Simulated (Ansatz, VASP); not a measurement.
# Mg2CdSe3: VASP beside Ansatz

```xyz
6
Lattice="4.3330 0.0000 0.0000 -2.1665 3.7525 0.0000 0.0000 0.0000 10.5879" Properties=species:S:1:pos:R:3 pbc="T T T"
Mg    2.1665    1.2508    3.5490
Mg    0.0000    2.5016    7.0132
Cd    0.0000    0.0000    0.0211
Se    0.0000    0.0000    2.7236
Se    2.1665    1.2508    6.1746
Se    0.0000    2.5016    9.6351
```

Alike in both runs: functional PBE; k mesh 6 × 6 × 4; occupations gaussian, width 0.02 eV; no spin polarisation.

Ansatz relaxed the structure, and its values are those at the end. VASP's run is a single point on that final structure, the one shown.

|  | VASP | Ansatz |
| --- | --- | --- |
| version | VASP 6.6.1 | Ansatz 0.2.0 |
| potentials or method | VASP PAW PBE potentials, release 64 (Mg, Cd, Se) | scalar-relativistic, plane waves, PAW |
| plane-wave cutoff (eV) | 520 | 420 |
| valence electrons in the cell | 34 | 88 |

|  | VASP | Ansatz | Ansatz less VASP |
| --- | --- | --- | --- |
| gap on the k mesh at the Fermi level (eV) | 1.41 | 1.41 | +0.005 |
| least direct gap on the mesh (eV) | 1.41 | 1.41 | +0.005 |
| pressure (GPa) | -1.2 | -1.2 | -0.05 |
| rms of the force components (eV/Å) | 0.010 | 0.000 | -0.0096 |

The two sets of potentials don't hold the same shells in valence.

A k mesh can miss the band edges.
